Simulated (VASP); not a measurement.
Consider the following.

```
CELL_PARAMETERS angstrom
      0.00000     2.02475     2.02475
      2.02475     0.00000     2.02475
      2.02475     2.02475     0.00000
ATOMIC_POSITIONS crystal
  Al 0.00000 0.00000 0.00000
```

Calculation: MS2 meta-GGA, VASP's PBE PAW potentials (set 64) (plane waves; VASP 6.6.1). Numerical set-up: 520 eV cut-off, 16×16×16 Γ-centred mesh, first-order Methfessel-Paxton smearing of 0.10 eV, potentials Al.

Problem. Estimate the energy per atom (σ→0), pressure, band gap (on the k-mesh) with the smallest direct gap where there is one.

Solution. 
| Quantity | Result |
|---|---|
| band gap (on the k-mesh) | none (metal, semimetal or under 0.01 eV) |
| energy per atom (σ→0) | -7.629 eV/atom |
| pressure | -2.09 GPa |

Total energies compare only between runs with the same potentials, cut-off and functional.

The compound is Al in the fcc structure. This cell is one point of a volume scan, at 1.03 of the reference volume.
